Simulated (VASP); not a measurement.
Runs of VASP 6.6.1 on ZnAu. Symmetry: Pm-3m, No. 221, cubic system. The conventional cell has a = 3.147 Å, b = 3.147 Å, c = 3.147 Å, α = 90.00°, β = 90.00°, γ = 90.00°. Around Zn (site symmetry m-3m) lie 8 Au at 2.73 Å. Au (site symmetry m-3m) is surrounded by 8 Zn at 2.73 Å. 

| task | level | cell | cutoff (eV) | gap on the mesh (eV) | pressure (GPa) | relaxed volume (Å³/atom) |
| --- | --- | --- | --- | --- | --- | --- |
| relaxation of cell and atoms | PBEsol | relaxed | 600 | none | -0.1 | (a) |
| single point | PBEsol | Pm-3m, 15.34 Å³/atom | 520 | none | 0.1 | - |
| relaxation of cell and atoms | PBE | relaxed | 600 | none | 0.1 | 16.23 |
| single point | PBE | Pm-3m, 16.21 Å³/atom | 520 | none | 0.1 | - |

Alike in all rows: potentials or basis VASP PAW PBE potentials, release 64 (Zn, Au); no spin polarisation; k mesh 9 × 9 × 9; smearing fermi-dirac 0.15 eV.

Problem. Fill in the values left out.

Solution. (a) 15.36.

Caveats: the PAW data sets were made with another functional, which shifts forces and pressure a little (some runs).

A k mesh can miss the band edges, and the runs leave out spin-orbit coupling on Au.

A gap of «none» marks a metal or a gap under the smearing width.
